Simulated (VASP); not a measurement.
Input:

```
TaS
1.0
    3.08711     0.00000     0.00000
    0.00000     3.08711     0.00000
    0.00000     0.00000     3.08711
Ta S
1 1
Direct
  0.00000   0.00000   0.00000
  0.50000   0.50000   0.50000
```

Method: PBE GGA, VASP's PBE PAW potentials (set 64) (plane waves; VASP). Numerical set-up: 400 eV cut-off, Gaussian smearing of 0.050 eV, potentials Ta_pv S.

Task: Give the energies of bands 5 to 11 at the high-symmetry points, in eV from the Fermi level.

Result: 
```tsv
band	Γ	X	M	R
5	-3.94	-9.96	-6.95	-8.46
6	-3.94	-4.49	-6.95	-8.46
7	-3.11	-4.49	-3.97	-8.46
8	-3.11	-2.57	-1.97	2.52
9	-3.11	2.68	-0.50	2.52
10	1.71	3.33	-0.50	2.52
11	1.96	4.19	0.74	4.66
```

It has no gap at this level: it comes out as a metal or semimetal.

The structure was generated: TaS was put into the CsCl type type (Pm-3m), which need not be its known phase. It was relaxed first, which changed the volume by -36 %. The electron count is odd and the run is not spin-polarised, which forces a metal.
